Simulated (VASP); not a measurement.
Consider the following.

```
Mo2N
1.0
   -2.10669     2.10669     3.98356
    2.10669    -2.10669     3.98356
    2.10669     2.10669    -3.98356
Mo N
4 2
Direct
  0.26041   0.26041   0.00000
  0.01041   0.51041   0.50000
  0.48959   0.98959   0.50000
  0.73959   0.73959   0.00000
  0.00000   0.00000   0.00000
  0.75000   0.25000   0.50000
```

Method: PBEsol GGA, VASP's PBE PAW potentials (set 64) (plane waves; VASP). Run with 520 eV cut-off, 11×11×11 Γ-centred mesh, tetrahedra with Blöchl corrections, potentials Mo_sv N.

The cores are frozen, which limits the accuracy of field gradients.

Give the principal components of the electric field gradient (V/Å²) and the asymmetry η at each nucleus.

| atom | Vxx | Vyy | Vzz | η |
|---|---|---|---|---|
| Mo1 | 19.8 | 2.6 | -22.4 | 0.77 |
| Mo2 | 19.8 | 2.6 | -22.4 | 0.77 |
| Mo3 | 19.8 | 2.6 | -22.4 | 0.77 |
| Mo4 | 19.8 | 2.6 | -22.4 | 0.77 |
| N5 | -5.3 | -5.3 | 10.7 | 0.00 |
| N6 | -5.3 | -5.3 | 10.7 | 0.00 |

The structure comes from a measured Mo2N entry (I4_1/amd) of the Crystallography Open Database, whose conditions weren't checked. It was relaxed first.
